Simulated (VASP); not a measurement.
The system is SnSe2.

```
Sn Se
1.0
     3.76760    0.00000    0.00000
    -1.88380    3.26284    0.00000
     0.00000    0.00000    6.02816
Sn Se
1 2
Direct
  0.00000 0.00000 0.00000
  0.33333 0.66667 0.25000
  0.66667 0.33333 0.75000
```

The cell was built by a generator and isn't the measured one.

The cell isn't the ideal one: cell and atoms relaxed from a first guess.

| Quantity | Value |
| --- | --- |
| Program | VASP 6.6.1 |
| Task | relaxation of cell and atoms |
| Functional | PBE |
| Potentials or basis | VASP PAW PBE potentials, release 64 (Sn_d, Se) |
| Cutoff | 600 eV |
| k mesh | 11 × 11 × 6 |
| Occupations | fermi-dirac, width 0.05 eV |
| Spin | no spin polarisation |

At the start: pressure 9.0 GPa; volume 24.70 Å³/atom.

Where does the relaxation end?

Over 42 steps the energy falls by 85.0 meV/atom and the volume is 29.99 Å³/atom (+21.4 %); space group P-3m1 (No. 164, to 0.05 Å).

Step by step:
| step | energy change (eV) | largest force (eV/Å) | pressure (GPa) | volume (Å³) |
| --- | --- | --- | --- | --- |
| 1 | 0.0000 | 1.2025 | 8.98 | 74.10 |
| 3 | -0.2346 | 0.1108 | -0.01 | 82.03 |
| 5 | -0.2360 | 0.0897 | 0.13 | 82.06 |
| 7 | -0.2454 | 0.0851 | 0.07 | 83.78 |
| 9 | -0.2530 | 0.0313 | -0.17 | 87.34 |
| 11 | -0.2530 | 0.0342 | -0.13 | 87.23 |
| 13 | -0.2532 | 0.0094 | 0.03 | 87.22 |
| 15 | -0.2538 | 0.0058 | 0.13 | 87.46 |
| 17 | -0.2538 | 0.0100 | 0.16 | 87.52 |
| 19 | -0.2540 | 0.0617 | -0.08 | 88.29 |
| 21 | -0.2542 | 0.0624 | -0.18 | 88.64 |
| 23 | -0.2546 | 0.0048 | 0.07 | 88.50 |
| 25 | -0.2546 | 0.0042 | 0.04 | 88.56 |
| 27 | -0.2546 | 0.0063 | -0.01 | 88.82 |
| 29 | -0.2547 | 0.0039 | 0.00 | 88.80 |
| 31 | -0.2547 | 0.0153 | -0.05 | 88.94 |
| 33 | -0.2548 | 0.0153 | -0.01 | 88.98 |
| 35 | -0.2548 | 0.0104 | 0.04 | 89.02 |
| 37 | -0.2548 | 0.0146 | 0.02 | 89.01 |
| 39 | -0.2548 | 0.0117 | 0.06 | 89.09 |
| 41 | -0.2550 | 0.0095 | 0.07 | 89.71 |
| 42 | -0.2550 | 0.0028 | 0.01 | 89.96 |

Final structure:
```xyz
3
Lattice="3.8736 0.0000 0.0000 -1.9368 3.3546 0.0000 0.0000 0.0000 6.9232" Properties=species:S:1:pos:R:3 pbc="T T T"
Sn    0.0000    0.0000    0.0000
Se    0.0000    2.2364    1.5957
Se    1.9368    1.1182    5.3275
```

Caveat: the volume moved by over 15 % at a fixed basis, so the end points are rough; this functional lacks dispersion, which binds the layers, so the pressure and a relaxed spacing across them are unreliable, and here the layers came unbound.
